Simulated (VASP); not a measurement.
Wanted: the native input for a VASP 6.6.1 run.

```yaml
Task: relaxation of cell and atoms
Functional: PBEsol
Potentials_or_basis: VASP PAW PBE potentials, release 64 (Hg, Te)
Cutoff: 600 eV
k_mesh: 10 × 10 × 10
Occupations: gaussian, width 0.03 eV
Spin: no spin polarisation
Further_INCAR_settings: ALGO = Normal; EDIFF = 1e-07; IBRION = 2; EDIFFG = -0.005; NSW = 90; ISIF = 3
```

The structure of HgTe (Coloradoite) lies in POSCAR:

```
HgTe                                    
1.0
    0.0000000000      3.2580088205      3.2580088205
    3.2580088205     -0.0000000000      3.2580088205
    3.2580088205      3.2580088205     -0.0000000000
  Hg              Te            
     1     1
Direct
     0.0000000000000000    0.0000000000000000    0.0000000000000000
     0.2500000000000000    0.2500000000000000    0.2500000000000000
```

The input as run:

INCAR

```
SYSTEM = HgTe
  PREC = Accurate
  ENCUT = 600
  EDIFF = 1E-7
  ISMEAR = 0
  SIGMA = 0.03
  LREAL = .False.
  LASPH = .True.
  NELM = 80
  ALGO = Normal
  ISIF = 3
  LWAVE = .False.
  LCHARG = .False.
  GGA = PS
  IBRION = 2
  NSW = 90
  EDIFFG = -0.005
```

KPOINTS

```
regular mesh
0
Gamma
  10 10 10
  0 0 0
```

Potentials or basis: VASP PAW PBE potentials, release 64 (Hg, Te).

Command:

```bash
$ cat potpaw_PBE.64/Hg/POTCAR potpaw_PBE.64/Te/POTCAR > POTCAR
$ mpirun -np 1 vasp_std > vasp.out
```

It gave:

The pressure after relaxing is 0.0 GPa and the band gap on the k mesh is none (metal or under the smearing width).

Caveat: the relaxation stopped at its first step, so nothing moved; the PAW data sets were made with another functional, which shifts forces and pressure a little.

Run time: 32 s on 1 thread of Intel(R) Xeon(R) Platinum 8488C (Sapphire Rapids), on a shared host, peak memory 0.27 GiB.
